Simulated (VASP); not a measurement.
Output of a VASP run:

File OSZICAR:
```
       N       E                     dE             d eps       ncg     rms          rms(c)
DAV:   1     0.326008466346E+02    0.32601E+02   -0.49680E+03  2216   0.859E+02
DAV:   2    -0.320821566108E+01   -0.35809E+02   -0.33506E+02  1942   0.174E+02
DAV:   3    -0.345709445542E+01   -0.24888E+00   -0.24879E+00  2242   0.151E+01
DAV:   4    -0.345769522356E+01   -0.60077E-03   -0.60076E-03  2131   0.809E-01
DAV:   5    -0.345769876629E+01   -0.35427E-05   -0.35434E-05  2133   0.597E-02    0.953E+00
DAV:   6    -0.321438139701E+01    0.24332E+00   -0.76827E-01  1909   0.863E+00    0.602E+00
DAV:   7    -0.319444004821E+01    0.19941E-01   -0.83102E-02  2000   0.281E+00    0.275E+00
DAV:   8    -0.319220313254E+01    0.22369E-02   -0.20201E-03  2002   0.458E-01    0.238E-01
DAV:   9    -0.319219534704E+01    0.77855E-05   -0.61104E-06  2044   0.276E-02    0.174E-02
DAV:  10    -0.319220096459E+01   -0.56175E-05   -0.23653E-06  2074   0.193E-02    0.198E-03
DAV:  11    -0.319220099710E+01   -0.32511E-07   -0.34581E-08   982   0.179E-03
   1 F= -.31922010E+01 E0= -.31923462E+01  d E =0.435601E-03
```

File OUTCAR:
```
------------------------ aborting loop because EDIFF is reached ----------------------------------------
  FORCE on cell =-STRESS in cart. coord.  units (eV):
  Direction    XX          YY          ZZ          XY          YZ          ZX
  --------------------------------------------------------------------------------------
  Total        0.9622470      0.9622470      0.9622470     -0.0000000      0.0000000     -0.0000000
  in kB       90.7980751     90.7980751     90.7980751     -0.0000000      0.0000000     -0.0000000
  external PRESSURE =      90.7980751 kB  Pullay stress =       0.0000000 kB
  volume of cell :       16.98
      direct lattice vectors                 reciprocal lattice vectors
     0.000000000  2.040000000  2.040000000    -0.245098039  0.245098039  0.245098039
     2.040000000  0.000000000  2.040000000     0.245098039 -0.245098039  0.245098039
     2.040000000  2.040000000  0.000000000     0.245098039  0.245098039 -0.245098039
 POSITION                                       TOTAL-FORCE (eV/Angst)
 -----------------------------------------------------------------------------------
      0.00000      0.00000      0.00000         0.000000      0.000000      0.000000
 -----------------------------------------------------------------------------------
    total drift:                               -0.000000     -0.000000      0.000000
  FREE ENERGIE OF THE ION-ELECTRON SYSTEM (eV)
  ---------------------------------------------------
  free  energy   TOTEN  =        -3.1922009971 eV

  energy  without entropy=       -3.1926365980  energy(sigma->0) =       -3.19234620
```
(Selected blocks of OUTCAR.)

File POSCAR:
```
Au
1
    0.0000000000     2.0400000000     2.0400000000
    2.0400000000     0.0000000000     2.0400000000
    2.0400000000     2.0400000000     0.0000000000
Au
1
Direct
  0.0000000000   0.0000000000   0.0000000000
```

Reconstruct the remaining input files.

One answer among several that fit: the input of the run itself, PBE GGA, plane waves, VASP's PBE PAW potentials (set 64).

### INCAR
```
SYSTEM=Au
PREC=Normal; ENCUT=400; LREAL=F
LASPH=T
EDIFF=1E-6; NELM=100; ALGO=Normal
LMAXMIX=6
ISMEAR=1; SIGMA=0.1
GGA=PE
ISIF=2
LWAVE=F; LCHARG=F
```

File KPOINTS:
```
Automatic mesh
0
Gamma
14 14 14
0 0 0
```

POTCAR, in this order: Au (PBE.64 set). Program: vasp_std.

The compound is Au in the fcc structure. The cell was not relaxed at this level. The run is one of a series of settings (PREC = Normal against the base run), some of them coarse on purpose.
